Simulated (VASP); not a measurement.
Given:

```
BaS
1.0
    0.00000     3.18120     3.18120
    3.18120     0.00000     3.18120
    3.18120     3.18120     0.00000
Ba S
1 1
Direct
  0.00000   0.00000   0.00000
  0.50000   0.50000   0.50000
```

Computed with PBEsol GGA, VASP's PBE PAW potentials (set 64) (plane waves; VASP). Numerical set-up: 500 eV cut-off, 7×7×7 Γ-centred mesh, Gaussian smearing of 0.050 eV, potentials Ba_sv S.

Problem. What does the run give for the energy per atom (σ→0)?

Solution. 
```json
{
  "energy per atom (σ→0)": "-5.360 eV/atom"
}
```

The absolute energy has meaning only against runs of the same code, potentials and settings.

The structure was generated: BaS was put into the rock salt type (Fm-3m), which need not be its known phase. It was relaxed first, which changed the volume by -22 %.
